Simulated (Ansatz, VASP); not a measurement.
# Sn: VASP beside Ansatz

Wanted: the spread between two codes on one cell, functional and k mesh. The cell is taken from a series of runs on this material, whose earlier steps may have relaxed, scaled, displaced or heated it; both programs get it as it stands.

Program: Ansatz 0.2.0. Level of theory: plane waves, with VASP 6.6.1 beside it; zone-centre phonons at LDA. Results are calculated unless marked as measured.

### 1. The starting structure

It takes space group R-3m (No. 166, trigonal). Conventional cell: a = 4.715 Å, b = 4.715 Å, c = 11.018 Å, α = 90.00°, β = 90.00°, γ = 120.00°. Nearest to Sn lie 4 Sn at 2.81 to 2.85 Å.

Structure file:

```
Sn
1.0
    -0.10219    3.23164    3.23164
     3.23164   -0.10219    3.23164
     3.23164    3.23164   -0.10219
Sn
2
Direct
  0.49729 0.49729 0.49729
  0.75271 0.75271 0.75271
```

### 2. VASP: zone-centre phonons, LDA

Second derivatives magnify differences that forces hide, and they need a tight electronic threshold.

Lines of VASP's logs that name or quote its potential files are left out, and so is its time.

Input file INCAR:

```
SYSTEM = Sn
PREC = Accurate
ENCUT = 500
EDIFF = 1E-08
NELM = 120
ISMEAR = 1
SIGMA = 0.2
LREAL = .FALSE.
ALGO = Normal
GGA = CA
NBANDS = 20
LORBIT = 11
LWAVE = .FALSE.
LCHARG = .FALSE.
ISIF = 2
IBRION = 8
LASPH = .TRUE.
GGA_COMPAT = .FALSE.
KPAR = 2
```

Input file POSCAR:

```
Sn
1.0
   -0.1021934990      3.2316381786      3.2316381786
    3.2316381786     -0.1021934990      3.2316381786
    3.2316381786      3.2316381786     -0.1021934990
Sn
2
Direct
    0.4972893227      0.4972893227      0.4972893227
    0.7527106773      0.7527106773      0.7527106773
```

Input file KPOINTS:

```
Automatic mesh
0
Gamma
12 12 12
0 0 0
```

PAW data sets: Sn_d (LDA family, release 64).

Launch:

```sh
$ mpirun -np 2 vasp_std
```

Numbers of over 12 decimals in the logs are rounded to 6 here.

Output:

```text
[banner, memory and clock lines left out]
running    2 mpi-ranks, on    1 nodes
 distrk:  each k-point on    1 cores,    2 groups
 distr:  one band on    1 cores,    1 groups

 POSCAR found type information on POSCAR Sn
 POSCAR found :  1 types and       2 ions
 LDA part: xc-table for (Slater(with rela. corr.)+CA(PZ))
 , standard interpolation
 POSCAR, INCAR and KPOINTS ok, starting setup
 FFT: planning ... GRIDC
 FFT: planning ... GRID_SOFT
 FFT: planning ... GRID
 WAVECAR not read
 entering main loop
       N       E                     dE             d eps       ncg     rms          rms(c)
DAV:   1     0.222704127397E+03    0.22270E+03   -0.14751E+04  7592   0.197E+03
DAV:   2     0.149923603413E+02   -0.20771E+03   -0.20395E+03  7584   0.440E+02
DAV:   3    -0.824221949536E+01   -0.23235E+02   -0.23076E+02  8640   0.144E+02
DAV:   4    -0.899923249665E+01   -0.75701E+00   -0.75657E+00  8544   0.294E+01
DAV:   5    -0.902570044787E+01   -0.26468E-01   -0.26467E-01 10332   0.539E+00    0.312E+00
DAV:   6    -0.894772281794E+01    0.77978E-01   -0.40810E-02  9260   0.224E+00    0.176E+00
DAV:   7    -0.890933455208E+01    0.38388E-01   -0.59314E-02  8012   0.221E+00    0.147E-01
DAV:   8    -0.890980035067E+01   -0.46580E-03   -0.56050E-03  8600   0.852E-01    0.519E-02
DAV:   9    -0.890987569907E+01   -0.75348E-04   -0.21451E-04  9760   0.112E-01    0.200E-02
DAV:  10    -0.890988158409E+01   -0.58850E-05   -0.17258E-05  8728   0.450E-02    0.349E-03
DAV:  11    -0.890988195523E+01   -0.37114E-06   -0.15756E-06  9060   0.921E-03    0.195E-03
DAV:  12    -0.890988198663E+01   -0.31397E-07   -0.27198E-07  9672   0.336E-03    0.601E-04
DAV:  13    -0.890988198246E+01    0.41705E-08   -0.29351E-08  6932   0.139E-03
   1 F= -.89098820E+01 E0= -.89099732E+01  d E =0.273627E-03
 Linear response reoptimize wavefunctions to high precision
DAV:   1    -0.890988198259E+01   -0.13279E-09   -0.76097E-09  7592   0.909E-04
DAV:   2    -0.890988198270E+01   -0.10959E-09   -0.74009E-10  4496   0.252E-04
DAV:   3    -0.890988198269E+01    0.50022E-11   -0.21633E-10  4372   0.161E-04
 Linear response DOF=           1
 Linear response progress:
  Degree of freedom:   1/  1
       N       E                     dE             d eps       ncg     rms          rms(c)
RMM:   1    -0.216674043868E+00   -0.21667E+00    0.57195E-01 23905   0.102E+01
RMM:   2    -0.223522411749E+00   -0.68484E-02   -0.20010E-02 33376   0.117E+00    0.670E-02
RMM:   3    -0.223680898524E+00   -0.15849E-03   -0.16300E-03 35010   0.325E-01    0.307E-02
RMM:   4    -0.223581076313E+00    0.99822E-04   -0.11611E-04 34948   0.979E-02    0.108E-02
RMM:   5    -0.223570811083E+00    0.10265E-04   -0.15589E-05 35711   0.323E-02    0.397E-03
RMM:   6    -0.223573683654E+00   -0.28726E-05   -0.27676E-06 35621   0.958E-03    0.175E-03
RMM:   7    -0.223574542227E+00   -0.85857E-06   -0.21720E-07 35207   0.340E-03    0.401E-04
RMM:   8    -0.223572399337E+00    0.21429E-05   -0.51666E-08 35993   0.126E-03    0.224E-04
RMM:   9    -0.223571538298E+00    0.86104E-06   -0.15718E-08 36270   0.488E-04    0.355E-05
RMM:  10    -0.223571739007E+00   -0.20071E-06   -0.43155E-08 37757   0.203E-04    0.261E-05
RMM:  11    -0.223571651366E+00    0.87641E-07    0.14246E-08 36625   0.101E-04    0.618E-06
RMM:  12    -0.223571659601E+00   -0.82343E-08   -0.41988E-09 38438   0.562E-05    0.453E-06
 first order change of Fermi-energy  -0.22807E+00
 force on displaced ion       1 direction 1 :  -6.791  -0.171  -0.171
 Linear response finished
```

OUTCAR, selected parts (step 2):

```text
ion  position               nearest neighbor table
   1  0.497  0.497  0.497-   2 2.81   2 2.85   2 2.85   2 2.85
   2  0.753  0.753  0.753-   1 2.81   1 2.85   1 2.85   1 2.85

  LATTYP: Found a trigonal (rhomboedric) cell.
 ALAT       =     4.5713689575
 COS(alpha) =     0.4681431120

 Subroutine GETGRP returns: Found 12 space group operations
 (whereof  6 operations were pure point group operations)

The static configuration has the point symmetry C_3v.
 The point group associated with its full space group is D_3d.

 Found    189 irreducible k-points:

   k-points           NKPTS =    189   k-points in BZ     NKDIM =    189   number of bands    NBANDS=     20

   dimension x,y,z NGX =    36 NGY =   36 NGZ =   36
   dimension x,y,z NGXF=    72 NGYF=   72 NGZF=   72

   ENCUT  =  500.0 eV  36.75 Ry    6.06 a.u.   8.33  8.33  8.33*2*pi/ulx,y,z

   NELECT =      28.0000    total number of electrons

 k-points in reciprocal lattice and weights: Automatic mesh
   0.00000000  0.00000000  0.00000000       0.001
   0.08333333 -0.00000000 -0.00000000       0.003
   0.16666667  0.00000000  0.00000000       0.003
   0.25000000 -0.00000000 -0.00000000       0.003
   0.33333333  0.00000000  0.00000000       0.003
   0.41666667 -0.00000000 -0.00000000       0.003
   0.50000000 -0.00000000 -0.00000000       0.002
   0.08333333  0.08333333  0.00000000       0.003
   0.16666667  0.08333333 -0.00000000       0.007
[...]
-0.41666667  0.50000000  0.41666667       0.003
   0.50000000  0.50000000  0.50000000       0.001

 average (electrostatic) potential at core
       1-101.7118       2-101.7118

  Total       -0.7489730     -0.7489730     -0.7489730      0.3774709      0.3774709      0.3774709
  in kB      -16.9729890    -16.9729890    -16.9729890      8.5541256      8.5541256      8.5541256
  external PRESSURE =     -16.9729890 kB  Pullay stress =       0.0000000 kB

  energy-cutoff  :      500.00
  volume of cell :       70.70
      direct lattice vectors                 reciprocal lattice vectors
    -0.102193499  3.231638179  3.231638179    -0.147568124  0.152387031  0.152387031
     3.231638179 -0.102193499  3.231638179     0.152387031 -0.147568124  0.152387031
     3.231638179  3.231638179 -0.102193499     0.152387031  0.152387031 -0.147568124

 POSITION                                       TOTAL-FORCE (eV/Angst)
 -----------------------------------------------------------------------------------
      3.16330      3.16330      3.16330        -0.000635     -0.000635     -0.000635
      4.78805      4.78805      4.78805         0.000635      0.000635      0.000635
 -----------------------------------------------------------------------------------
    total drift:                                0.000000      0.000000      0.000000

 Eigenvectors and eigenvalues of the dynamical matrix
 ----------------------------------------------------

   1 f  =    5.419579 THz    34.052216 2PiTHz  180.777681 cm-1    22.413566 meV
             X         Y         Z           dx          dy          dz
      3.163299  3.163299  3.163299     0.408248    0.408248    0.408248
      4.788055  4.788055  4.788055    -0.408248   -0.408248   -0.408248

   2 f  =    5.220636 THz    32.802221 2PiTHz  174.141660 cm-1    21.590804 meV
             X         Y         Z           dx          dy          dz
      3.163299  3.163299  3.163299    -0.500000    0.500000    0.000000
      4.788055  4.788055  4.788055     0.500000   -0.500000   -0.000000

   3 f  =    5.220636 THz    32.802221 2PiTHz  174.141660 cm-1    21.590804 meV
             X         Y         Z           dx          dy          dz
      3.163299  3.163299  3.163299     0.288675    0.288675   -0.577350
      4.788055  4.788055  4.788055    -0.288675   -0.288675    0.577350

   4 f  =    0.000000 THz     0.000000 2PiTHz    0.000000 cm-1     0.000000 meV
             X         Y         Z           dx          dy          dz
      3.163299  3.163299  3.163299    -0.053888   -0.664103   -0.236778
      4.788055  4.788055  4.788055    -0.053888   -0.664103   -0.236778

   5 f/i=    0.000000 THz     0.000000 2PiTHz    0.000002 cm-1     0.000000 meV
             X         Y         Z           dx          dy          dz
      3.163299  3.163299  3.163299     0.018642    0.236043   -0.666285
      4.788055  4.788055  4.788055     0.018642    0.236043   -0.666285

   6 f/i=    0.000000 THz     0.000000 2PiTHz    0.000002 cm-1     0.000000 meV
             X         Y         Z           dx          dy          dz
      3.163299  3.163299  3.163299     0.704804   -0.057019   -0.000481
      4.788055  4.788055  4.788055     0.704804   -0.057019   -0.000481

 ELASTIC MODULI CONTR FROM IONIC RELAXATION (kBar)
 Direction    XX          YY          ZZ          XY          YZ          ZX
 --------------------------------------------------------------------------------
 XX          -2.1879     -1.9490     -1.9490     -9.3708    -15.6593    -10.1100
 YY          -1.9490     -2.1879     -1.9490    -10.1100     -9.3708    -15.6593
 ZZ          -1.9490     -1.9490     -2.1879    -15.6593    -10.1100     -9.3708
 XY          -9.3708    -10.1100    -15.6593   -166.5433    -18.1772    -18.1772
 YZ         -15.6593     -9.3708    -10.1100    -18.1772   -166.5433    -18.1772
 ZX         -10.1100    -15.6593     -9.3708    -18.1772    -18.1772   -166.5433
 --------------------------------------------------------------------------------
```

### 3. Ansatz: zone-centre phonons, LDA

Ansatz runs on its PAW soft_1 files.

The same cell, functional (in two slightly different forms), mesh and smearing now go to Ansatz, which takes its cutoff from its data sets.

Input file input.yaml:

```yaml
crystal:
  lattice:
    - [-0.102193499, 3.2316381786, 3.2316381786]
    - [3.2316381786, -0.102193499, 3.2316381786]
    - [3.2316381786, 3.2316381786, -0.102193499]
  atoms:
    - { symbol: Sn, position: [0.4972893227, 0.4972893227, 0.4972893227] }
    - { symbol: Sn, position: [0.7527106773, 0.7527106773, 0.7527106773] }
kpoints:
  mp_grid: { grid: [12, 12, 12] }
hamiltonian:
  xc: lda
  pseudopotentials: { kind: paw, azcp: { folder: soft_1 }, xc_functional: pbe }
scf:
  occupations: { method: methfessel_paxton, width: 0.2 }
output:
  eigenvalues: true
phonons:
  method: dfpt
```

Launch:

```sh
$ ansatz run input.yaml --threads 4 --pin off --max-ram 10240MiB --backend cpu --events-out ev --progress --plain --runs-dir out
```

Output:

```text
Engine: ansatz 0.2.0, x86_64-unknown-linux-gnu
Pseudopotentials: kind: paw
Pseudopotential: Sn, paw, valence charge 14, recommended cutoff 420 eV (normal), soft_1/Sn.paw.azcp
Functional definition: SPW92
  exchange = slater_x
  correlation = pw_c
Crystal: 2 atoms, lattice volume = 70.700 Å³
Basis set: ecut = 420 eV, 1375 PW (Γ), exchange–correlation on 64×64×64 points (8 copies of the dense FFT grid, shifted against one another)
Bands: 18, of which v1, the nominal top of the filled ones, is band 14 counted from 1 (13 counted from 0)
Symmetry: 12 space group operations
k-points: 476 of 1728 (irreducible under 2 space group operations, time reversal used)
Non-local potential: Sn, projectors of the file, l = 0: 2, l = 1: 2, l = 2: 2, l = 3: 1
PAW form: soft (Blöchl's): semilocal exchange-correlation on the pseudo side does not see the compensation charge
PAW frozen core: Sn, regenerated for the run's functional, and the local potential with it (the file was generated under x = pbe(κ = 0.804, μ = 0.219515), c = pbe(β = 0.066725))
PAW one-centre angular grid: Sn, 590 points (default); XC on 64 Gauss nodes
Initial density: superposition of atomic densities (chi_scale 0.1, normalization cell)
Initial wavefunctions: pseudopotential atomic-orbital guess
Functional: x = slater, c = lda
SCF iter   1: F=—  HF=-11759.237992 eV  |F-HF|=—  |Δ(HF+E_count)|=         —  Δρ=2.13e-2  dr2=3.67e-1  ethr=3.10e-3  ⟨swp⟩=5.6  Hψ=44069  notcnv=0
preconditioner: auto → Kerker (q_TF=auto, 2.338 Å⁻¹)  [metal: Δε(μ)=0.047 eV  Ē_g=19.801 eV  σ=0.200 eV  W_gap=0.19  n_scr=14 (ndim 8)  ℏωp=23.4 eV  f_vac=0.010  D(μ)=0.14/eV (n_scr^D=0)]
SCF iter   2: F=—  HF=-11759.165109 eV  |F-HF|=—  |Δ(HF+E_count)|=   7.29e-2  S|Δr|=    0.00e0  Δρ=1.35e-2  dr2=1.72e-1  ethr=1.31e-3  ⟨swp⟩=1.0  Hψ=12376  notcnv=0
SCF iter   3: F=—  HF=-11759.117884 eV  |F-HF|=—  |Δ(HF+E_count)|=   4.72e-2  S|Δr|=    0.00e0  Δρ=2.99e-3  dr2=1.71e-2  ethr=6.15e-4  ⟨swp⟩=1.3  Hψ=9148  notcnv=0
SCF iter   4: F=—  HF=-11759.115440 eV  |F-HF|=—  |Δ(HF+E_count)|=   2.44e-3  S|Δr|=    0.00e0  Δρ=1.50e-3  dr2=3.03e-3  ethr=6.12e-5  ⟨swp⟩=2.0  Hψ=10375  notcnv=0
SCF iter   5: F=—  HF=-11759.115626 eV  |F-HF|=—  |Δ(HF+E_count)|=   1.86e-4  S|Δr|=    0.00e0  Δρ=2.67e-4  dr2=6.39e-5  ethr=1.08e-5  ⟨swp⟩=2.0  Hψ=10476  notcnv=0
SCF iter   6: F=—  HF=-11759.115648 eV  |F-HF|=—  |Δ(HF+E_count)|=   2.16e-5  S|Δr|=    0.00e0  Δρ=5.48e-5  dr2=2.12e-6  ethr=2.28e-7  ⟨swp⟩=2.0  Hψ=10555  notcnv=0
SCF iter   7: F=—  HF=-11759.115649 eV  |F-HF|=—  |Δ(HF+E_count)|=   1.54e-6  S|Δr|=    0.00e0  Δρ=1.35e-5  dr2=1.97e-7  ethr=7.58e-9  ⟨swp⟩=2.8  Hψ=14389  notcnv=0
SCF iter   8: F=—  HF=-11759.115649 eV  |F-HF|=—  |Δ(HF+E_count)|=   1.07e-7  S|Δr|=    0.00e0  Δρ=5.73e-6  dr2=3.27e-8  ethr=7.05e-10  ⟨swp⟩=3.0  Hψ=15670  notcnv=0
SCF iter   9: F=—  HF=-11759.115649 eV  |F-HF|=—  |Δ(HF+E_count)|=  1.31e-10  S|Δr|=    0.00e0  Δρ=2.03e-6  dr2=5.99e-9  ethr=1.17e-10  ⟨swp⟩=2.9  Hψ=15739  notcnv=0
SCF iter  10: F=—  HF=-11759.115649 eV  |F-HF|=—  |Δ(HF+E_count)|=  8.37e-10  S|Δr|=    0.00e0  Δρ=8.58e-7  dr2=4.63e-10  ethr=2.14e-11  ⟨swp⟩=2.3  Hψ=9983  notcnv=0
SCF iter  11: F=—  HF=-11759.115649 eV  |F-HF|=—  |Δ(HF+E_count)|=  1.47e-10  S|Δr|=    0.00e0  Δρ=1.42e-7  dr2=1.44e-11  ethr=1.65e-12  ⟨swp⟩=2.1  Hψ=10251  notcnv=0
SCF iter  12: F=-11759.115649 eV  HF=-11759.115649 eV  |F-HF|=3.64e-12  |Δ(HF+E_count)|=  1.27e-11  S|Δr|=    0.00e0  Δρ=6.13e-8  dr2=2.19e-12  ethr=1.00e-12  ⟨swp⟩=6.1  Hψ=38492  notcnv=0
SCF 1 converged in 12 iterations: F = -11759.115649 eV  dr2 = 2.19e-12
  greatest PAW one-centre occupation: 0.992 electrons in one spin orbital (limit 2), on the Sn atom at site 1 (counted from 0), in its partial waves of l = 2
DFPT response loops at Γ: preconditioner auto → Kerker (q_TF=auto, 2.338 Å⁻¹) (partly filled bands, converged f_vac=0.092); β = 1.00, the filter's whole step (`scf.mixing.beta` (0.50) is not read by the response loops under this deck's `scf.mixing.preconditioner`; to damp them name `kerker` or `kerker_dos`, under which they read `scf.mixing.beta`, and type it under 1.00, their step now; both keys bind the ground state too); Broyden in place of MSR1
SCF converged after 12 iterations
Stability not checked: this state was not tested for a lower state beside it, because cold or Methfessel-Paxton smearing, or corrected tetrahedra, fill the levels in a way that the test cannot read (fill_not_monotonic; see scf.lower_state_search)
Free energy (F): -11759.115649 eV
Harris-Foulkes:  -11759.115649 eV  (|F-HF|=3.64e-12)
Internal energy: -11759.115867 eV  (E = F + TS)
E sigma→0 (E₀):  -11759.115704 eV
Entropy (-TS):   0.000217 eV (0.109 meV/atom)
Fermi energy:    7.104724 eV
Step filling:    the computed levels leave a gap of 0.0000 eV = 0.0 smearing widths at the electron count; against every level under it full and every level over it empty, smearing changes F+E_penalty+E_count by +0.220 meV and its σ→0 estimate by +0.166 meV
--- Per-component energies (eV) ---
  E_band       = -264.799947
  E_kinetic    = 338.137210
  E_local      = -2670.640825  (includes V_loc(G=0)·N_el)
  E_nonlocal   = 298.807652
  E_hartree    = 1291.165049
  E_xc         = -249.537173
  E_vxc        = -161.687541  (∫ρ·V_xc dr)
  E_paw        = -8451.130666  (= ΣΔE_a)
  E_vpaw       = -651.747100  (= ΣTr[D̂ρ^β])
  E_aug_tail   = 0.000553  (compensation charges beyond the density's cutoff)
  E_ewald      = -2316.767448
  E_core_change = 0.849782  (= ΣΔE_core)
  E_smearing   = 0.000217  (= −TS)
  E_closure    = 0.000000  (closes the sum)
  Σ components = -11759.115649   (vs F -11759.115649, Δ=0.00e0)
--- Band table (eV; the first three rows and the last of 476) ---
  k-point 0: bands = [... 10 lower, -3.3179, 5.9822, 7.0987, 7.0987, 7.4306, 9.1819, 9.1819, 9.5164]
  k-point 1: bands = [... 10 lower, -3.2546, 5.2646, 6.9776, 7.2611, 7.4539, 9.3503, 9.4677, 9.6529]
  k-point 2: bands = [... 10 lower, -3.0677, 4.1142, 6.7141, 6.9567, 7.5517, 9.7248, 9.8858, 10.3613]
  k-point 475: bands = [... 10 lower, -1.6075, 0.9479, 5.8767, 5.8767, 6.5503, 10.1706, 10.1706, 12.4633]
--- Phonons (Γ-DFPT): 1 representative perturbation + reference, on 476 of 1728 k-points (Σ response iterations 3) ---
  k mesh reduced under 2 symmetry operations, with k and −k counted as one. Each operation leaves every solved perturbation unchanged. A smaller set is not used because it would not reduce the number of displacements times k-points to solve
  ASR residual: 2.330e-5 → 0.000e0 eV/Å²; symmetrization residual: 3.197e-12 eV/Å²
  ASR residual per site (eV/Å²): 2.33e-5 2.33e-5
  Γ frequencies (cm⁻¹): 0.00 0.00 0.00 172.78 172.78 179.91
  non-analytic LO–TO correction: not included (Born effective charges unavailable; polar crystals: no LO–TO splitting at Γ)
```

### 4. Comparison

Known differences besides the potentials themselves: the two LDA forms differ slightly; the cutoff is 420 eV in Ansatz and 500 eV in VASP; VASP's log shows a relativistic correction to its local exchange, Ansatz's none. Total energies have different zeros and are not compared.

The two programs side by side:

```
                  quantity  Ansatz   VASP  difference
optical mode 1 to 2 (cm⁻¹)   172.8  174.1     -0.78 %
     optical mode 3 (cm⁻¹)   179.9  180.8     -0.48 %
```

Modes are paired by rising frequency, not by their patterns, so a pair may set unlike modes beside each other; they are those without the splitting of longitudinal modes.

### 5. Outcome

```json
{"r.m.s. difference of the optical zone-centre modes, each program's sorted by frequency (zone-centre phonons, LDA)": "1.2 cm⁻¹", "difference in optical mode 1 to 2 (zone-centre phonons, LDA)": "-0.8 %"}
```

The r.m.s. difference of the optical zone-centre modes, each program's sorted by frequency is 1.2 cm⁻¹ (zone-centre phonons, LDA). Among the rows given in per cent, the largest difference of the zone-centre phonons, LDA pair is in optical mode 1 to 2, -0.8 %. How closely two codes agree says nothing of how well the functional describes the real material.

[Lines on the potential files, build, host, timing and source positions are cut from VASP's logs without a mark.]

[Logs are printed without paths, hosts, clocks, repeated set-up lines and the standing remarks that a program may print on its own settings, such as how far it seeks lower states.]

[Hosts, paths, dates, database ids (printed as entryN), source tags and the programs' standing remarks are cut or masked in the printed files.]
